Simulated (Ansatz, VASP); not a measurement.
# NaF (Villiaumite): VASP beside Ansatz, part 2 of 2

Wanted: the spread between two codes on one cell, functional and k mesh. The cell is taken from a series of runs on this material, whose earlier steps may have relaxed, scaled, displaced or heated it; both programs get it as it stands.

VASP 6.6.1 and Ansatz 0.2.0.

So far: Starting point; Ansatz: zone-centre phonons, r2SCAN.

## (3) VASP: zone-centre phonons, r2SCAN

Level of this step: r2SCAN; plane waves and PAW (Na_pv, F) (VASP).

The same cell, functional and mesh now go to VASP, with its own data sets.

Lines of VASP's logs that name or quote its potential files are left out, and so is its time.

INCAR reads:

```
SYSTEM = NaF
PREC = Accurate
ENCUT = 660
EDIFF = 1E-08
NELM = 120
ISMEAR = 0
SIGMA = 0.01
LREAL = .FALSE.
ALGO = Normal
METAGGA = R2SCAN
LASPH = .TRUE.
NBANDS = 13
LORBIT = 11
LWAVE = .FALSE.
LCHARG = .FALSE.
ISIF = 2
IBRION = 6
NFREE = 2
POTIM = 0.015
NSW = 1
GGA_COMPAT = .FALSE.
EFERMI = MIDGAP
LMIXTAU = .TRUE.
KPAR = 2
```

POSCAR reads:

```
NaF
1.0
    0.0000000000      2.2970956579      2.2970956579
    2.2970956579      0.0000000000      2.2970956579
    2.2970956579      2.2970956579      0.0000000000
Na F
1 1
Direct
    0.0000000000      0.0000000000      0.0000000000
    0.5000000000      0.5000000000      0.5000000000
```

KPOINTS reads:

```
Automatic mesh
0
Gamma
8 8 8
0 0 0
```

PAW data sets: Na_pv and F (PBE family, release 64).

Run with:

```console
> mpirun -np 2 vasp_std
```

Numbers of over 12 decimals in the logs are rounded to 6 here.

What it wrote:

```text
[banner, memory and clock lines left out]
running    2 mpi-ranks, on    1 nodes
 distrk:  each k-point on    1 cores,    2 groups
 distr:  one band on    1 cores,    1 groups

 POSCAR found type information on POSCAR NaF
 POSCAR found :  2 types and       2 ions
|                                                                             |
|               ----> ADVICE to this user running VASP <----                  |
|                                                                             |
|     You enforced a specific xc type in the INCAR file but a different       |
|     [... a line on the potential file left out ...]
|     I HOPE YOU KNOW WHAT YOU ARE DOING!                                     |
|                                                                             |

 LDA part: xc-table for (None), standard interpolation
 POSCAR, INCAR and KPOINTS ok, starting setup
 FFT: planning ... GRIDC
 FFT: planning ... GRID_SOFT
 FFT: planning ... GRID
 WAVECAR not read
 entering main loop
       N       E                     dE             d eps       ncg     rms          rms(c)
DAV:   1     0.118099025083E+03    0.11810E+03   -0.92424E+03   754   0.156E+03
DAV:   2    -0.878703322618E+01   -0.12689E+03   -0.11523E+03   807   0.392E+02
DAV:   3    -0.160485856565E+02   -0.72616E+01   -0.72347E+01   919   0.874E+01
DAV:   4    -0.161091655325E+02   -0.60580E-01   -0.60576E-01   809   0.841E+00
DAV:   5    -0.161097640348E+02   -0.59850E-03   -0.59850E-03   959   0.876E-01    0.479E+00
DAV:   6    -0.127222269122E+02    0.33875E+01   -0.12574E+00   935   0.154E+01    0.160E+00
DAV:   7    -0.126400910024E+02    0.82136E-01   -0.96927E-01   779   0.120E+01    0.172E+00
DAV:   8    -0.128746264861E+02   -0.23454E+00   -0.38514E-01   754   0.835E+00    0.670E-01
DAV:   9    -0.123306477782E+02    0.54398E+00   -0.17860E-01   754   0.451E+00    0.974E-01
DAV:  10    -0.126225309006E+02   -0.29188E+00   -0.24891E-01   754   0.554E+00    0.277E-01
DAV:  11    -0.126246013227E+02   -0.20704E-02   -0.70618E-03   839   0.895E-01    0.337E-01
DAV:  12    -0.126065750694E+02    0.18026E-01   -0.66351E-03   754   0.135E+00    0.111E-01
DAV:  13    -0.126086492080E+02   -0.20741E-02   -0.19216E-03   774   0.559E-01    0.260E-02
DAV:  14    -0.126087547680E+02   -0.10556E-03   -0.28637E-04   754   0.215E-01    0.340E-02
[...]
DAV:  19    -0.126088143451E+02   -0.13079E-05   -0.67969E-07   779   0.123E-02    0.105E-03
DAV:  20    -0.126088144734E+02   -0.12829E-06   -0.47731E-08   889   0.265E-03    0.796E-04
DAV:  21    -0.126088151351E+02   -0.66161E-06   -0.64837E-09   774   0.128E-03    0.332E-04
DAV:  22    -0.126088155818E+02   -0.44676E-06   -0.75795E-09   784   0.937E-04    0.529E-05
DAV:  23    -0.126088156086E+02   -0.26745E-07   -0.83853E-10   412   0.413E-04    0.108E-05
DAV:  24    -0.126088156487E+02   -0.40149E-07   -0.12187E-10   407   0.191E-04    0.257E-05
DAV:  25    -0.126088156344E+02    0.14276E-07   -0.22205E-11   387   0.104E-04    0.649E-06
DAV:  26    -0.126088156318E+02    0.26369E-08   -0.10322E-11   407   0.442E-05
   1 F= -.12608816E+02 E0= -.12608816E+02  d E =0.000000E+00
[...]
2 F= -.12608512E+02 E0= -.12608512E+02  d E =0.000000E+00
[...]
3 F= -.12608511E+02 E0= -.12608511E+02  d E =0.000000E+00
[...]
4 F= -.12608524E+02 E0= -.12608524E+02  d E =0.000000E+00
 Finite differences progress:
  Degree of freedom:   2/  2
  Displacement:        1/  2
  Total:               3/  4
 bond charge predicted
       N       E                     dE             d eps       ncg     rms          rms(c)
DAV:   1    -0.126081410836E+02    0.38337E-03   -0.52883E+00  1534   0.186E+01    0.213E-01
DAV:   2    -0.126091927940E+02   -0.10517E-02   -0.74923E-02  1574   0.285E+00    0.972E-02
DAV:   3    -0.126065496295E+02    0.26432E-02   -0.25304E-03  1534   0.811E-01    0.616E-02
DAV:   4    -0.125980768376E+02    0.84728E-02   -0.11212E-02  1539   0.126E+00    0.550E-02
DAV:   5    -0.126084892337E+02   -0.10412E-01   -0.44474E-03  1534   0.835E-01    0.171E-02
DAV:   6    -0.126084697595E+02    0.19474E-04   -0.22526E-04  1669   0.211E-01    0.453E-03
DAV:   7    -0.126084911619E+02   -0.21402E-04   -0.12300E-04  1549   0.136E-01    0.749E-03
DAV:   8    -0.126085178438E+02   -0.26682E-04   -0.70608E-06  1614   0.283E-02    0.267E-03
DAV:   9    -0.126085245826E+02   -0.67388E-05   -0.24828E-06  1574   0.206E-02    0.577E-04
DAV:  10    -0.126085244815E+02    0.10107E-06   -0.15233E-07  1699   0.528E-03    0.643E-04
DAV:  11    -0.126085246418E+02   -0.16026E-06   -0.62405E-08  1644   0.303E-03    0.289E-04
DAV:  12    -0.126085243973E+02    0.24453E-06   -0.18023E-08  1664   0.161E-03    0.817E-05
DAV:  13    -0.126085244949E+02   -0.97601E-07   -0.58197E-09  1539   0.967E-04    0.191E-05
DAV:  14    -0.126085244155E+02    0.79372E-07   -0.60424E-10  1077   0.340E-04    0.172E-05
DAV:  15    -0.126085244320E+02   -0.16513E-07   -0.54324E-11   817   0.103E-04    0.105E-05
DAV:  16    -0.126085244280E+02    0.40181E-08   -0.51939E-12   802   0.355E-05
   5 F= -.12608524E+02 E0= -.12608524E+02  d E =0.000000E+00
 Finite differences progress:
  Degree of freedom:   2/  2
  Displacement:        2/  2
  Total:               4/  4
```

Parts of OUTCAR (step 3):

```text
ion  position               nearest neighbor table
   1  0.000  0.000  0.000-   2 2.30   2 2.30   2 2.30   2 2.30   2 2.30   2 2.30
   2  0.500  0.500  0.500-   1 2.30   1 2.30   1 2.30   1 2.30   1 2.30   1 2.30

  LATTYP: Found a face centered cubic cell.
 ALAT       =     4.5941913158

 Subroutine GETGRP returns: Found 48 space group operations
 (whereof 48 operations were pure point group operations)

The static configuration has the point symmetry O_h .

 Found     29 irreducible k-points:

   k-points           NKPTS =     29   k-points in BZ     NKDIM =     29   number of bands    NBANDS=     13

   dimension x,y,z NGX =    28 NGY =   28 NGZ =   28
   dimension x,y,z NGXF=    56 NGYF=   56 NGZF=   56

   ENCUT  =  660.0 eV  48.51 Ry    6.96 a.u.   6.80  6.80  6.80*2*pi/ulx,y,z

   NELECT =      14.0000    total number of electrons

 k-points in reciprocal lattice and weights: Automatic mesh
   0.00000000  0.00000000  0.00000000       0.002
   0.12500000  0.00000000  0.00000000       0.016
   0.25000000  0.00000000  0.00000000       0.016
   0.37500000  0.00000000  0.00000000       0.016
   0.50000000  0.00000000  0.00000000       0.008
   0.12500000  0.12500000  0.00000000       0.012
   0.25000000  0.12500000  0.00000000       0.047
   0.37500000  0.12500000  0.00000000       0.047
   0.50000000  0.12500000  0.00000000       0.047
[...]
-0.37500000  0.50000000  0.12500000       0.023
  -0.25000000  0.50000000  0.25000000       0.012

 average (electrostatic) potential at core
       1 -51.5502       2 -81.8478

 E-fermi :   1.0411

 k-point     1 :       0.0000    0.0000    0.0000
  band No.  band energies     occupation
    ...
      3     -22.0378      2.00000
      4     -22.0375      2.00000
      5      -2.6202      2.00000
      6      -2.6202      2.00000
      7      -2.6202      2.00000
      8       4.7023      0.00000
      9      17.3540      0.00000
     10      17.3545      0.00000
     11      17.3545      0.00000
     12      20.0638      0.00000
    ...

 k-point     2 :       0.1250    0.0000    0.0000
  band No.  band energies     occupation
    ...
      3     -22.0395      2.00000
      4     -21.9388      2.00000
      5      -2.9106      2.00000
      6      -2.6617      2.00000
      7      -2.6617      2.00000
      8       5.2531      0.00000
      9      15.5649      0.00000
     10      17.6344      0.00000
     11      17.6347      0.00000
     12      22.2026      0.00000
    ...

 k-point     3 :       0.2500    0.0000    0.0000
  band No.  band energies     occupation
    ...
      3     -22.0436      2.00000
      4     -21.7425      2.00000
      5      -3.5154      2.00000
      6      -2.7609      2.00000
      7      -2.7609      2.00000
      8       6.5962      0.00000
      9      13.5084      0.00000
     10      18.3154      0.00000
     11      18.3158      0.00000
     12      21.6408      0.00000
    ...

  Total       -0.1177406     -0.1229041     -0.1229041     -0.0000000      0.0000000      0.0000000
  in kB       -7.7816125     -8.1228761     -8.1228761     -0.0000000      0.0000000      0.0000000
  external PRESSURE =      -8.0091216 kB  Pullay stress =       0.0000000 kB

  energy-cutoff  :      660.00
  volume of cell :       24.24
      direct lattice vectors                 reciprocal lattice vectors
     0.000000000  2.297095658  2.297095658    -0.217666164  0.217666164  0.217666164
     2.297095658  0.000000000  2.297095658     0.217666164 -0.217666164  0.217666164
     2.297095658  2.297095658  0.000000000     0.217666164  0.217666164 -0.217666164

 POSITION                                       TOTAL-FORCE (eV/Angst)
 -----------------------------------------------------------------------------------
      0.00000      0.00000      0.00000        -0.041834      0.000000      0.000000
      2.28210      2.29710      2.29710         0.041834      0.000000      0.000000
 -----------------------------------------------------------------------------------
    total drift:                               -0.005062     -0.000000     -0.000000

  FREE ENERGIE OF THE ION-ELECTRON SYSTEM (eV)
  ---------------------------------------------------
  free  energy   TOTEN  =       -12.6085244280 eV

  energy  without entropy=      -12.6085244280  energy(sigma->0) =      -12.60852443

 Eigenvectors and eigenvalues of the dynamical matrix
 ----------------------------------------------------

   1 f  =    8.063350 THz    50.663524 2PiTHz  268.964412 cm-1    33.347322 meV
             X         Y         Z           dx          dy          dz
      0.000000  0.000000  0.000000     0.000000    0.669762    0.000000
      2.297096  2.297096  2.297096     0.000000   -0.742576    0.000000

   2 f  =    8.063350 THz    50.663524 2PiTHz  268.964412 cm-1    33.347322 meV
             X         Y         Z           dx          dy          dz
      0.000000  0.000000  0.000000    -0.669762    0.000000    0.000000
      2.297096  2.297096  2.297096     0.742576    0.000000    0.000000

   3 f  =    8.063350 THz    50.663524 2PiTHz  268.964412 cm-1    33.347322 meV
             X         Y         Z           dx          dy          dz
      0.000000  0.000000  0.000000     0.000000    0.000000   -0.669762
      2.297096  2.297096  2.297096     0.000000    0.000000    0.742576

   4 f/i=    0.031457 THz     0.197649 2PiTHz    1.049288 cm-1     0.130095 meV
             X         Y         Z           dx          dy          dz
      0.000000  0.000000  0.000000     0.742576    0.000000    0.000000
      2.297096  2.297096  2.297096     0.669762    0.000000    0.000000

   5 f/i=    0.031457 THz     0.197649 2PiTHz    1.049288 cm-1     0.130095 meV
             X         Y         Z           dx          dy          dz
      0.000000  0.000000  0.000000     0.000000   -0.742576    0.000000
      2.297096  2.297096  2.297096     0.000000   -0.669762    0.000000

   6 f/i=    0.031457 THz     0.197649 2PiTHz    1.049288 cm-1     0.130095 meV
             X         Y         Z           dx          dy          dz
      0.000000  0.000000  0.000000     0.000000    0.000000    0.742576
      2.297096  2.297096  2.297096     0.000000    0.000000    0.669762

 ELASTIC MODULI CONTR FROM IONIC RELAXATION (kBar)
 Direction    XX          YY          ZZ          XY          YZ          ZX
 --------------------------------------------------------------------------------
 XX           0.0000      0.0000      0.0000      0.0000      0.0000      0.0000
 YY           0.0000      0.0000      0.0000      0.0000      0.0000      0.0000
 ZZ           0.0000      0.0000      0.0000      0.0000      0.0000      0.0000
 XY           0.0000      0.0000      0.0000      0.0000      0.0000      0.0000
 YZ           0.0000      0.0000      0.0000      0.0000      0.0000      0.0000
 ZX           0.0000      0.0000      0.0000      0.0000      0.0000      0.0000
 --------------------------------------------------------------------------------

 total charge
# of ion       s       p       d       tot
------------------------------------------
    1        0.045   5.996   0.000   6.041
    2        1.726   4.412   0.000   6.139
--------------------------------------------------
tot          1.772  10.408   0.000  12.180

[... 3 further parts left out ...]
```

Levels, forces or a CONTCAR printed for this step are those of its last displaced cell, not of the structure at rest.

## (4) Comparison

Known differences besides the potentials themselves: VASP keeps PBE cores, Ansatz makes them for the functional; fixed occupations in Ansatz, narrow Gaussian smearing in VASP; the data sets hold 16 valence electrons in Ansatz (on its default PAW (the set named soft_2) files) and 14 in VASP; the cutoff is 500 eV in Ansatz and 660 eV in VASP; VASP uses finite displacements, Ansatz perturbation theory. Total energies have different zeros and are not compared.

The two programs side by side:

```csv
quantity,Ansatz,VASP,difference
optical mode 1 to 3 (cm⁻¹),262.5,269.0,-2.40 %
```

Modes are paired by rising frequency, not by their patterns, so a pair may set unlike modes beside each other; they are those without the splitting of longitudinal modes.

## (5) Summary of results

```
r.m.s. difference of the optical zone-centre modes, each program's sorted by frequency (zone-centre phonons, r2SCAN) : 6.4 cm⁻¹
difference in optical mode 1 to 3 (zone-centre phonons, r2SCAN)                                                      : -2.4 %
```

**Reading.** The r.m.s. difference of the optical zone-centre modes, each program's sorted by frequency is 6.4 cm⁻¹ (zone-centre phonons, r2SCAN). The data sets hold unlike numbers of valence electrons (16 in Ansatz and 14 in VASP), so part of the differences comes from the potentials. Among the rows given in per cent, the largest difference of the zone-centre phonons, r2SCAN pair is in optical mode 1 to 3, -2.4 %. 1 further run of this series is not shown here. Such differences can come from data sets, numerical settings and the points named under the comparisons, not from the functional's error against experiment.

[Lines on the potential files, build, host, timing and source positions are cut from VASP's logs without a mark.]

[Logs are printed without paths, hosts, clocks, repeated set-up lines and the standing remarks that a program may print on its own settings, such as how far it seeks lower states.]

[Hosts, paths, dates, database ids (printed as entryN), source tags and the programs' standing remarks are cut or masked in the printed files.]
